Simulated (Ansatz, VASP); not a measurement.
# One calculation of Na2Sb, two programs

The input INCAR:

```
  PREC = Accurate
  ENCUT = 520
  EDIFF = 1E-6
  ISMEAR = -1
  SIGMA = 0.05
  LREAL = F
  LASPH = T
  NELM = 100
  ALGO = Normal
  ISIF = 2
  LWAVE = F
  LCHARG = F
  GGA = PE
  NBANDS = 16
```

Contents of KPOINTS:

```
regular mesh
0
Gamma
  8 8 6
```

The input POSCAR:

```
Na2Sb
1.0
    3.2193473565      0.0000000000      0.0000000000
    0.0000000000      3.2193473565      0.0000000000
    0.0000000000      0.0000000000      4.5472607769
Na Sb
2 1
Direct
    0.5000000000      0.0000000000      0.5000000000
    0.0000000000      0.5000000000      0.5000000000
    0.0000000000      0.0000000000      0.0000000000
```

The input input.yaml:

```yaml
crystal:
  lattice:
    - [3.2193473565, 0.0, 0.0]
    - [0.0, 3.2193473565, 0.0]
    - [0.0, 0.0, 4.5472607769]
  atoms:
    - { symbol: Na, position: [0.5, 0.0, 0.5] }
    - { symbol: Na, position: [0.0, 0.5, 0.5] }
    - { symbol: Sb, position: [0.0, 0.0, 0.0] }
kpoints:
  mp_grid: { grid: [8, 8, 6] }
scf:
  occupations: { method: fermi_dirac, width: 0.05 }
hamiltonian:
  xc: pbe
  pseudopotentials: { kind: all_electron, lapw: { basis_error: 0.001 } }
output:
  forces: true
  stress: true
  eigenvalues: true
```

Change from the starting cell: volume scaled by 0.94.

Alike in both runs: task single point; functional PBE; k mesh 8 × 8 × 6; occupations fermi-dirac, width 0.05 eV; no spin polarisation.

|  | VASP | Ansatz |
| --- | --- | --- |
| version | VASP 6.6.1 | Ansatz 0.2.0 |
| potentials or method | VASP PAW PBE potentials, release 64 (Na_pv, Sb) | all-electron LAPW, scalar-relativistic |
| plane-wave cutoff (eV) | 520 | see its input |

|  | VASP | Ansatz | Ansatz less VASP |
| --- | --- | --- | --- |
| gap on the k mesh at the Fermi level (eV) | none | none | - |
| pressure (GPa) | 45.3 | 44.8 | -0.50 |
| largest component of the traceless stress (GPa) | 6.64 | 6.90 | +0.265 |

A gap of «none» marks a metal or a gap that the smearing closes. Ansatz ran all-electron here, so the differences hold the error of VASP's frozen core and of both bases.

Caveats: so large a pressure means that the cell lies far from this level's equilibrium, or that cutoff or potentials fall short (VASP). Spin-orbit coupling is left out, which matters for the levels of Sb.
